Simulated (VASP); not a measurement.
Method: LDA (Ceperley-Alder, Perdew-Zunger), VASP's LDA PAW potentials (set 64) (plane waves; VASP).

VASP ran on this input.

### INCAR
```
! general
SYSTEM   =  HfO2
PREC     =  Accurate
ENCUT    =  620
LREAL    =  .FALSE.
LASPH    =  .TRUE.

! electronic loop
EDIFF    =  1E-6
NELM     =  100
ALGO     =  Normal
LMAXMIX  =  6

! smearing
ISMEAR   =  0
SIGMA    =  0.05

! ions
IBRION   =  2
NSW      =  40
ISIF     =  3
EDIFFG   =  -0.02
PSTRESS  =  50

! output
LWAVE    =  .FALSE.
LCHARG   =  .FALSE.
```

**POSCAR**
```
HfO2
1
    0.0000000000     2.4763504377     2.4763504377
    2.4763504377     0.0000000000     2.4763504377
    2.4763504377     2.4763504377     0.0000000000
Hf O
1 2
Direct
  0.0000000000   0.0000000000   0.0000000000
  0.2500000000   0.2500000000   0.2500000000
  0.7500000000   0.7500000000   0.7500000000
```

### KPOINTS
```
Regular mesh
0
gamma
  8 8 8
```

POTCAR, in this order: Hf_pv O (LDA.64 set). Program: vasp_std.

Output of the run:

File OSZICAR:
```
       N       E                     dE             d eps       ncg     rms          rms(c)
DAV:   1     0.111977678253E+03    0.11198E+03   -0.14248E+04   870   0.167E+03
DAV:   2    -0.348566283108E+02   -0.14683E+03   -0.14409E+03  1137   0.355E+02
DAV:   3    -0.386127769271E+02   -0.37561E+01   -0.37534E+01  1171   0.554E+01
DAV:   4    -0.386309993188E+02   -0.18222E-01   -0.18221E-01  1052   0.412E+00
DAV:   5    -0.386311405622E+02   -0.14124E-03   -0.14124E-03  1178   0.333E-01    0.580E+01
DAV:   6    -0.332716385787E+02    0.53595E+01   -0.28206E+01   947   0.388E+01    0.493E+01
DAV:   7    -0.331265144943E+02    0.14512E+00   -0.72772E-01  1010   0.828E+00    0.308E+01
DAV:   8    -0.330773562468E+02    0.49158E-01   -0.14965E-01  1101   0.410E+00    0.517E+00
DAV:   9    -0.330700237957E+02    0.73325E-02   -0.26307E-02  1038   0.151E+00    0.178E+00
DAV:  10    -0.330696808373E+02    0.34296E-03   -0.26494E-03  1136   0.414E-01    0.154E-01
DAV:  11    -0.330696716290E+02    0.92083E-05   -0.16362E-04   968   0.110E-01    0.105E-01
DAV:  12    -0.330696710786E+02    0.55040E-06   -0.54832E-06  1143   0.211E-02
   1 F= -.32121851E+02 E0= -.32121851E+02  d E =-.321219E+02
```

OUTCAR:
```
------------------------ aborting loop because EDIFF is reached ----------------------------------------
  FORCE on cell =-STRESS in cart. coord.  units (eV):
  Direction    XX          YY          ZZ          XY          YZ          ZX
  --------------------------------------------------------------------------------------
  Total        0.9423297      0.9423297      0.9423297      0.0000000     -0.0000000      0.0000000
  in kB       49.7103903     49.7103903     49.7103903      0.0000000     -0.0000000      0.0000000
  external PRESSURE =      -0.2896097 kB  Pullay stress =      50.0000000 kB
  volume of cell :       30.37
      direct lattice vectors                 reciprocal lattice vectors
     0.000000000  2.476350438  2.476350438    -0.201910034  0.201910034  0.201910034
     2.476350438  0.000000000  2.476350438     0.201910034 -0.201910034  0.201910034
     2.476350438  2.476350438  0.000000000     0.201910034  0.201910034 -0.201910034
 POSITION                                       TOTAL-FORCE (eV/Angst)
 -----------------------------------------------------------------------------------
      0.00000      0.00000      0.00000         0.000000     -0.000000     -0.000000
      1.23818      1.23818      1.23818         0.000000      0.000000      0.000000
      3.71453      3.71453      3.71453        -0.000000     -0.000000     -0.000000
 -----------------------------------------------------------------------------------
    total drift:                                0.000000      0.000000      0.000000
  FREE ENERGIE OF THE ION-ELECTRON SYSTEM (eV)
  ---------------------------------------------------
  free  energy   TOTEN  =       -33.0696710786 eV

  energy  without entropy=      -33.0696710786  energy(sigma->0) =      -33.06967108
  enthalpy is  TOTEN    =       -32.1218513861 eV   P V=        0.9478196925

 reached required accuracy - stopping structural energy minimisation
```
(Selected blocks of OUTCAR.)

### OUTCAR
```
 val. band max:        4.6841742246   @ k =   0.5000   0.5000   0.0000

 cond. band min:       8.4649063016   @ k =   0.5000   0.5000   0.0000


 Fermi energy:         4.9210715815

 k-point     1 :       0.0000    0.0000    0.0000
  band No.  band energies     occupation
      1     -24.5002      2.00000
      2     -24.5002      2.00000
      3     -24.5002      2.00000
      4     -14.2430      2.00000
      5     -10.7123      2.00000
      6      -1.1729      2.00000
      7      -1.1729      2.00000
      8      -1.1729      2.00000
      9       4.0368      2.00000
     10       4.0368      2.00000
     11       4.0368      2.00000
     12       8.5256      0.00000
     13       8.5256      0.00000
     14      10.9412      0.00000
     15      15.9613      0.00000

 k-point     2 :       0.1250    0.0000    0.0000
  band No.  band energies     occupation
      1     -24.5991      2.00000
      2     -24.5106      2.00000
      3     -24.5106      2.00000
      4     -13.9859      2.00000
      5     -10.9261      2.00000
      6      -1.0067      2.00000
      7      -1.0067      2.00000
      8      -0.6829      2.00000
      9       3.5748      2.00000
     10       3.7109      2.00000
     11       3.7109      2.00000
     12       8.8753      0.00000
     13       8.8753      0.00000
     14      11.5350      0.00000
     15      15.1320      0.00000

 k-point     3 :       0.2500    0.0000    0.0000
  band No.  band energies     occupation
      1     -24.8247      2.00000
      2     -24.5356      2.00000
      3     -24.5356      2.00000
      4     -13.3950      2.00000
      5     -11.3254      2.00000
      6      -0.6016      2.00000
      7      -0.6016      2.00000
      8       0.4284      2.00000
      9       2.6486      2.00000
     10       3.1466      2.00000
     11       3.1466      2.00000
     12       9.3859      0.00000
     13       9.3859      0.00000
     14      12.0440      0.00000
     15      14.5692      0.00000
...
```

Unless said otherwise, spin-orbit coupling is left out, though it shifts the bands of the heavy elements here.

The compound is HfO2 in the fluorite structure, the high-temperature cubic form, which is unstable at 0 K; the monoclinic form is the stable one. It was relaxed first under an external pressure of 5 GPa.
